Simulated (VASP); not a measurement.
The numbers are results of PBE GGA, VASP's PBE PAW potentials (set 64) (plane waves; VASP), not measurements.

The input files of a VASP run:

File KPOINTS:
```
Automatic mesh
0
Gamma
9 9 9
0 0 0
```

**POSCAR**
```
Ni3Si
1
    3.4477120000     0.0000000000     0.0000000000
    0.0000000000     3.4477120000     0.0000000000
    0.0000000000     0.0000000000     3.4477120000
Si Ni
1 3
Direct
  0.0000000000   0.0000000000   0.0000000000
  0.0000000000   0.5000000000   0.5000000000
  0.5000000000   0.0000000000   0.5000000000
  0.5000000000   0.5000000000   0.0000000000
```

INCAR:
```
SYSTEM  =  Ni3Si
PREC  =  Accurate; ENCUT  =  300; LREAL  =  .FALSE.
LASPH  =  .TRUE.
EDIFF  =  1E-6; NELM  =  100; ALGO  =  Normal
LMAXMIX  =  4
ISMEAR  =  -1; SIGMA  =  0.05
GGA  =  PE
ISIF  =  2
LWAVE  =  .FALSE.; LCHARG  =  .FALSE.
```

POTCAR, in this order: Si Ni (PBE.64 set). Program: vasp_std.

The resulting files:

OUTCAR:
```
 ion  position               nearest neighbor table
   1  0.000  0.000  0.000-   2 2.44   3 2.44   4 2.44   2 2.44   3 2.44   2 2.44   4 2.44   2 2.44
                             3 2.44   4 2.44   3 2.44   4 2.44
   2  0.000  0.500  0.500-   1 2.44   3 2.44   4 2.44   1 2.44   4 2.44   1 2.44   3 2.44   1 2.44
                             3 2.44   4 2.44   4 2.44   3 2.44
   3  0.500  0.000  0.500-   1 2.44   2 2.44   4 2.44   1 2.44   4 2.44   2 2.44   4 2.44   4 2.44
                             1 2.44   2 2.44   1 2.44   2 2.44
   4  0.500  0.500  0.000-   1 2.44   2 2.44   3 2.44   2 2.44   3 2.44   1 2.44   3 2.44   3 2.44
                             1 2.44   2 2.44   2 2.44   1 2.44
  LATTYP: Found a simple cubic cell.
 ALAT       =     3.4477120000
 Subroutine PRICEL returns:
 Original cell was already a primitive cell.
 Subroutine GETGRP returns: Found 48 space group operations
The static configuration has the point symmetry O_h .
The dynamic configuration has the point symmetry O_h .
 Subroutine INISYM returns: Found 48 space group operations
 Subroutine IBZKPT returns following result:
 Found     35 irreducible k-points:

 Following reciprocal coordinates:
            Coordinates               Weight
  0.000000  0.000000  0.000000      1.000000
  0.111111  0.000000  0.000000      6.000000
  0.222222  0.000000  0.000000      6.000000
  0.333333  0.000000  0.000000      6.000000
  0.444444  0.000000  0.000000      6.000000
  0.111111  0.111111  0.000000     12.000000
  0.222222  0.111111  0.000000     24.000000
  0.333333  0.111111  0.000000     24.000000
  0.444444  0.111111  0.000000     24.000000
  0.222222  0.222222  0.000000     12.000000
  0.333333  0.222222  0.000000     24.000000
  0.444444  0.222222  0.000000     24.000000
  0.333333  0.333333  0.000000     12.000000
  0.444444  0.333333  0.000000     24.000000
  0.444444  0.444444  0.000000     12.000000
  0.111111  0.111111  0.111111      8.000000
  0.222222  0.111111  0.111111     24.000000
  0.333333  0.111111  0.111111     24.000000
  0.444444  0.111111  0.111111     24.000000
  0.222222  0.222222  0.111111     24.000000
  0.333333  0.222222  0.111111     48.000000
  0.444444  0.222222  0.111111     48.000000
  0.333333  0.333333  0.111111     24.000000
  0.444444  0.333333  0.111111     48.000000
  0.444444  0.444444  0.111111     24.000000
  0.222222  0.222222  0.222222      8.000000
  0.333333  0.222222  0.222222     24.000000
  0.444444  0.222222  0.222222     24.000000
  0.333333  0.333333  0.222222     24.000000
  0.444444  0.333333  0.222222     48.000000
  0.444444  0.444444  0.222222     24.000000
  0.333333  0.333333  0.333333      8.000000
  0.444444  0.333333  0.333333     24.000000
  0.444444  0.444444  0.333333     24.000000
  0.444444  0.444444  0.444444      8.000000
   k-points           NKPTS =     35   k-points in BZ     NKDIM =     35   number of bands    NBANDS=     21
   number of dos      NEDOS =    301   number of ions     NIONS =      4
   total plane-waves  NPLWV =   8000
   dimension x,y,z NGX =    20 NGY =   20 NGZ =   20
   dimension x,y,z NGXF=    40 NGYF=   40 NGZF=   40
   ions per type =               1   3
   PREC   = accura    normal or accurate (medium, high low for compatibility)
   ISTART =      0    job   : 0-new  1-cont  2-samecut
   ICHARG =      2    charge: 1-file 2-atom 10-const
   ISPIN  =      1    spin polarized calculation?
   LNONCOLLINEAR =      F non collinear calculations
   LSORBIT =      F    spin-orbit coupling
   INIWAV =      1    electr: 0-lowe 1-rand  2-diag
   ENCUT  =  300.0 eV  22.05 Ry    4.70 a.u.   4.87  4.87  4.87*2*pi/ulx,y,z
   NELM   =    100;   NELMIN=  2; NELMDL= -5     # of ELM steps
   EDIFF  = 0.1E-05   stopping-criterion for ELM
   LREAL  =      F    real-space projection
   NLSPLINE    = F    spline interpolate recip. space projectors
...
```

### OSZICAR
```
       N       E                     dE             d eps       ncg     rms          rms(c)
DAV:   1     0.155850327424E+03    0.15585E+03   -0.11154E+04  1470   0.145E+03
DAV:   2    -0.196615177769E+02   -0.17551E+03   -0.16855E+03  1470   0.314E+02
DAV:   3    -0.272109498701E+02   -0.75494E+01   -0.72995E+01  1665   0.846E+01
DAV:   4    -0.273679298009E+02   -0.15698E+00   -0.15561E+00  1636   0.107E+01
DAV:   5    -0.273735722294E+02   -0.56424E-02   -0.56270E-02  1776   0.190E+00    0.204E+01
DAV:   6    -0.267485159579E+02    0.62506E+00   -0.52115E+01  1689   0.113E+02    0.158E+01
DAV:   7    -0.237152402353E+02    0.30333E+01   -0.14937E+01  1628   0.612E+01    0.468E+00
DAV:   8    -0.236501575402E+02    0.65083E-01   -0.60219E-01  1576   0.624E+00    0.143E+00
DAV:   9    -0.236342207153E+02    0.15937E-01   -0.27969E-02  1953   0.231E+00    0.567E-01
DAV:  10    -0.236319590017E+02    0.22617E-02   -0.37683E-03  1925   0.458E-01    0.180E-01
DAV:  11    -0.236318120005E+02    0.14700E-03   -0.51440E-04  2188   0.259E-01    0.506E-02
DAV:  12    -0.236317958095E+02    0.16191E-04   -0.67399E-05  1633   0.958E-02    0.138E-02
DAV:  13    -0.236317955309E+02    0.27859E-06   -0.73759E-06  1621   0.191E-02
   1 F= -.23631796E+02 E0= -.23623822E+02  d E =-.159462E-01
```

### OUTCAR
```
------------------------ aborting loop because EDIFF is reached ----------------------------------------
  FORCE on cell =-STRESS in cart. coord.  units (eV):
  Direction    XX          YY          ZZ          XY          YZ          ZX
  --------------------------------------------------------------------------------------
  Total        3.0201261      3.0201261      3.0201261     -0.0000000      0.0000000      0.0000000
  in kB      118.0708579    118.0708579    118.0708579     -0.0000000      0.0000000      0.0000000
  external PRESSURE =     118.0708579 kB  Pullay stress =       0.0000000 kB
  volume of cell :       40.98
      direct lattice vectors                 reciprocal lattice vectors
     3.447712000  0.000000000  0.000000000     0.290047429  0.000000000  0.000000000
     0.000000000  3.447712000  0.000000000     0.000000000  0.290047429  0.000000000
     0.000000000  0.000000000  3.447712000     0.000000000  0.000000000  0.290047429
 POSITION                                       TOTAL-FORCE (eV/Angst)
 -----------------------------------------------------------------------------------
      0.00000      0.00000      0.00000         0.000000      0.000000      0.000000
      0.00000      1.72386      1.72386         0.000000      0.000000      0.000000
      1.72386      0.00000      1.72386         0.000000      0.000000      0.000000
      1.72386      1.72386      0.00000         0.000000      0.000000      0.000000
 -----------------------------------------------------------------------------------
    total drift:                               -0.000000      0.000000      0.000000
  FREE ENERGIE OF THE ION-ELECTRON SYSTEM (eV)
  ---------------------------------------------------
  free  energy   TOTEN  =       -23.6317955309 eV

  energy  without entropy=      -23.6158493678  energy(sigma->0) =      -23.62382245
```
(Selected blocks of OUTCAR.)

File OUTCAR:
```
 val. band max:       11.4384238092   @ k =   0.4444   0.4444   0.3333

 cond. band min:      11.4806264676   @ k =   0.0000   0.0000   0.0000


 Fermi energy:        11.4500185793

 k-point     1 :       0.0000    0.0000    0.0000
  band No.  band energies     occupation
      1      -0.9029      2.00000
      2       6.2350      2.00000
      3       7.0777      2.00000
      4       7.0777      2.00000
      5       7.6335      2.00000
      6       7.6335      2.00000
      7       7.6335      2.00000
      8       9.7764      2.00000
      9       9.7764      2.00000
     10       9.7764      2.00000
     11      10.4851      2.00000
     12      10.4851      2.00000
     13      10.4851      2.00000
     14      10.7740      2.00000
     15      10.7740      2.00000
     16      11.1267      1.99689
     17      11.4806      0.70313
     18      11.4806      0.70313
     19      11.4806      0.70313
     20      16.7448      0.00000
     21      18.0159      0.00000

 k-point     2 :       0.1111    0.0000    0.0000
  band No.  band energies     occupation
      1      -0.7523      2.00000
      2       6.2621      2.00000
      3       6.8777      2.00000
      4       7.1858      2.00000
      5       7.6227      2.00000
      6       7.6227      2.00000
      7       7.6783      2.00000
      8       9.5040      2.00000
      9       9.5040      2.00000
     10       9.7259      2.00000
     11      10.0617      2.00000
     12      10.5972      2.00000
     13      10.5972      2.00000
     14      10.7763      2.00000
     15      10.7769      2.00000
     16      11.0625      1.99914
     17      11.4808      0.70175
     18      11.7737      0.00308
     19      11.7737      0.00308
     20      17.0154      0.00000
     21      17.9729      0.00000

 k-point     3 :       0.2222    0.0000    0.0000
  band No.  band energies     occupation
      1      -0.3118      2.00000
      2       5.8015      2.00000
      3       6.7426      2.00000
...
```

At this cut-off the stress carries a Pulay error, which pulls relaxed volumes low.

The structure is a typed Ni3Si crystal. The cell was not relaxed at this level, and its volume differs by -5.9 % from the start's. The run is not spin-polarised, so no magnetic state was tried.
